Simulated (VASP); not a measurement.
Set up this calculation in VASP 6.6.1, as the native input.

| Property | Result |
| --- | --- |
| Task | single point |
| Functional | PBE |
| Potentials or basis | VASP PAW PBE potentials, release 64 (Sr_sv, In_d, O) |
| Cutoff | 520 eV |
| k mesh | 4 × 4 × 4 |
| Occupations | gaussian, width 0.1 eV |
| Spin | no spin polarisation |
| Dipole correction | no |
| Further INCAR settings | ALGO = Normal; EDIFF = 1e-06; NBANDS = 32 |

The structure of SrInO4 lies in POSCAR:

```
SrInO4
1.0
    4.3560000000      0.0000000000      0.0000000000
    0.0000000000      4.3560000000      0.0000000000
    0.0000000000      0.0000000000      6.8494897400
Sr In O
1 1 4
Direct
    0.5000000000      0.5000000000      0.5000000000
    0.0000000000      0.0000000000      0.0000000000
    0.0000000000      0.0000000000      0.6788081900
    0.5000000000      0.0000000000      0.0000000000
    0.0000000000      0.5000000000      0.0000000000
    0.0000000000      0.0000000000      0.3211918100
```

The cell was built by a generator and needn't be a form met in nature.

One way to write it, as run:

INCAR

```
PREC = Accurate ; ENCUT = 520
EDIFF = 1E-6 ; ISMEAR = 0
SIGMA = 0.1 ; LREAL = F
LASPH = T ; NELM = 100
ALGO = Normal ; ISIF = 2
LWAVE = F ; LCHARG = F
GGA = PE ; NBANDS = 32
```

KPOINTS

```
regular mesh
0
Gamma
  4 4 4
```

Potentials or basis: VASP PAW PBE potentials, release 64 (Sr_sv, In_d, O).

Command:

```bash
$ cat potpaw_PBE.64/Sr_sv/POTCAR potpaw_PBE.64/In_d/POTCAR potpaw_PBE.64/O/POTCAR > POTCAR
$ mpirun -np 1 vasp_std > vasp.out
```

Results of the run:

```yaml
Pressure: -10.5 GPa
Largest_force: 0.852 eV/Å
Band_gap_on_the_k_mesh: none (metal or under the smearing width)
```

Caveat: the k mesh is coarse (spacing up to 0.36 Å⁻¹), so the values aren't converged; an odd number of electrons without spin polarisation forces a metal; a magnetic or distorted state may lie lower.

It took 30 s on 1 thread of Intel(R) Xeon(R) 6975P-C (Granite Rapids), on a shared host, peak memory 0.26 GiB.
